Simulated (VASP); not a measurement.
An input for Quantum ESPRESSO's pw.x (written as the equivalent of a VASP run, and not itself run):

```
&CONTROL
  calculation = 'vc-relax'
  pseudo_dir = './pseudo'
  outdir = './out'
  tprnfor = .true.
  tstress = .true.
  nstep = 60
  forc_conv_thr = 0.00078
/
&SYSTEM
  ibrav = 0
  nat = 6
  ntyp = 2
  ecutwfc = 70
  occupations = 'smearing'
  smearing = 'gaussian'
  degauss = 0.003675
  input_dft = 'pbesol'
/
&ELECTRONS
  conv_thr = 7.3e-08
  electron_maxstep = 100
/
&IONS
/
&CELL
/
ATOMIC_SPECIES
  Hg 200.592 Hg.upf
  I 126.904 I.upf
CELL_PARAMETERS angstrom
     2.3330425   -3.7071098    0.0000000
     2.3330425    3.7071098    0.0000000
     0.0000000    0.0000000   13.5872634
ATOMIC_POSITIONS crystal
  Hg   0.6558455  0.3441545  0.0012632
  Hg   0.3441545  0.6558455  0.5012632
  I    0.6099480  0.3900520  0.6331383
  I    0.3900520  0.6099480  0.1331383
  I    0.0791850  0.9208150  0.3688885
  I    0.9208150  0.0791850  0.8688885
K_POINTS automatic
  5 5 2 0 0 0
```

Q: Write the VASP files for the same calculation (PBEsol).

A: One answer among several that fit: 
**POSCAR**
```
HgI2
1
    2.3330424972    -3.7071097965     0.0000000000
    2.3330424972     3.7071097965     0.0000000000
    0.0000000000     0.0000000000    13.5872634174
Hg I
2 4
Direct
  0.6558454776   0.3441545224   0.0012631825
  0.3441545224   0.6558454776   0.5012631825
  0.6099479606   0.3900520394   0.6331383123
  0.3900520394   0.6099479606   0.1331383123
  0.0791850463   0.9208149537   0.3688885052
  0.9208149537   0.0791850463   0.8688885052
```

### INCAR
```
ALGO = Normal
EDIFF = 1E-6
EDIFFG = -0.02
ENCUT = 400
GGA = PS
IBRION = 2
ISIF = 3
ISMEAR = 0
LASPH = T
LCHARG = F
LMAXMIX = 6
LREAL = F
LWAVE = F
NELM = 100
NSW = 60
PREC = Accurate
SIGMA = 0.05
SYSTEM = HgI2
```

File KPOINTS:
```
Automatic
0
Gamma
  5 5 2
```

POTCAR, in this order: Hg I (PBE.64 set). Program: vasp_std.

Limits of the translation: the potentials are each code's own (VASP's PAW set, PseudoDojo norm-conserving files in pw.x), so ENCUT and ecutwfc are chosen apart and not converted; conv_thr bounds pw.x's estimated SCF error, while EDIFF bounds the energy change between steps; forc_conv_thr acts on force components and is met together with etot_conv_thr.

The structure comes from a computed database's HgI2 entry (Cmc2_1); how it stands against other phases isn't given here. This run relaxes it. Symmetry was kept, so distortions that lower it aren't found. The start is the result of an earlier pass.
